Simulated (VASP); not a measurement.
Write the native input for VASP 6.6.1 that does the following.

```
Task                   : relaxation of the atoms
Functional             : PBEsol
Potentials or basis    : VASP PAW PBE potentials, release 64 (Cu, Ga_d, P)
Cutoff                 : 350 eV
k mesh                 : 2 × 2 × 2
Occupations            : gaussian, width 0.03 eV
Spin                   : collinear spin, ferromagnetic start
Starting moments       : [2.0, 0.0, 0.0, 0.0, 0.0, 0.0, 0.0, 0.0, 0.0, 0.0, 0.0, 0.0, 0.0, 0.0, 0.0, 0.0, 0.0, 0.0, 0.0, 0.0, 0.0, 0.0, 0.0, 0.0] μB
Hubbard terms          : Cu d U = 5 eV
Dq                     : 0
Further INCAR settings : LREAL = Auto; ALGO = Normal; EDIFF = 1e-05; IBRION = 2; EDIFFG = -0.03; NSW = 40
```

The structure of Ga11CuP12 (a cell with a defect) lies in POSCAR:

```
Ga11CuP12
1.0
    0.0000000000      8.1757500000      8.1757500000
    5.4505000000      0.0000000000      5.4505000000
    5.4505000000      5.4505000000      0.0000000000
Cu Ga P
1 11 12
Direct
    0.0000000000      0.0000000000      0.0000000000
    0.0000000000      0.0000000000      0.5000000000
    0.0000000000      0.5000000000      0.0000000000
    0.0000000000      0.5000000000      0.5000000000
    0.3333330000      0.0000000000      0.0000000000
    0.3333330000      0.0000000000      0.5000000000
    0.3333330000      0.5000000000      0.0000000000
    0.3333330000      0.5000000000      0.5000000000
    0.6666670000      0.0000000000      0.0000000000
    0.6666670000      0.0000000000      0.5000000000
    0.6666670000      0.5000000000      0.0000000000
    0.6666670000      0.5000000000      0.5000000000
    0.0833333333      0.1250000000      0.1250000000
    0.0833333333      0.1250000000      0.6250000000
    0.0833333333      0.6250000000      0.1250000000
    0.0833333333      0.6250000000      0.6250000000
    0.4166663333      0.1250000000      0.1250000000
    0.4166663333      0.1250000000      0.6250000000
    0.4166663333      0.6250000000      0.1250000000
    0.4166663333      0.6250000000      0.6250000000
    0.7500003333      0.1250000000      0.1250000000
    0.7500003333      0.1250000000      0.6250000000
    0.7500003333      0.6250000000      0.1250000000
    0.7500003333      0.6250000000      0.6250000000
```

The input as run:

INCAR

```
PREC     = Accurate       # precision mode
ENCUT    = 350            # plane-wave cutoff, eV
EDIFF    = 1E-5           # SCF threshold, eV
ISMEAR   = 0              # smearing method
SIGMA    = 0.03           # smearing width, eV
LREAL    = Auto         
LASPH    = True           # aspherical terms in the spheres
NELM     = 120            # most SCF steps
ALGO     = Normal         # electronic algorithm
ISIF     = 2              # what is computed and relaxed
LWAVE    = False          # write WAVECAR
LCHARG   = False          # write CHGCAR
ISPIN    = 2              # spin polarisation
MAGMOM   = 2 0 0 0 0 0 0 0 0 0 0 0 0 0 0 0 0 0 0 0 0 0 0 0 # initial moments
LORBIT   = 11             # projections on sites
LMAXMIX  = 4              # l up to which the mixer works
LDAU     = True           # DFT+U
LDAUTYPE = 2            
LDAUL    = 2 -1 -1        # shell
LDAUU    = 5 0 0          # U, eV
LDAUJ    = 0 0 0        
LDAUPRINT= 1            
GGA      = PS             # functional
IBRION   = 2              # ionic algorithm
NSW      = 40             # ionic steps
EDIFFG   = -0.03          # ionic threshold
KPAR     = 2
```

KPOINTS

```
regular mesh
0
Gamma
  2 2 2
```

Potentials or basis: VASP PAW PBE potentials, release 64 (Cu, Ga_d, P).

The run is started by

```bash
$ cat potpaw_PBE.64/Cu/POTCAR potpaw_PBE.64/Ga_d/POTCAR potpaw_PBE.64/P/POTCAR > POTCAR
$ mpirun -np 4 vasp_std > vasp.out
```

Results of the run:

```json
{
  "Energy gained by relaxing": "5.2 meV/atom",
  "Ionic steps": "8",
  "Pressure after relaxing": "-1.8 GPa",
  "Largest force after relaxing": "0.029 eV/Å",
  "Band gap on the k mesh": "none (metal or under the smearing width)",
  "Net moment": "0.00 μB per cell",
  "Valence electrons inside the program's atomic spheres": "Cu 10.18; Ga 11.70, 11.72, 11.73, 11.71; P 2.48, 2.52, 2.51"
}
```

Caveat: the k mesh is coarse (spacing up to 0.50 Å⁻¹), so the values aren't converged; the cutoff is under 1.25 times the usual one of these potentials, so pressure, stress and relaxed cells hold a basis-set (Pulay) error; the PAW data sets were made with another functional, which shifts forces and pressure a little; the U is typed as a test and isn't derived for this compound.

Wall time 12 min on 4 MPI ranks on AMD EPYC 9R45 (Zen 5) (shared host), peak memory 0.44 GiB a rank.
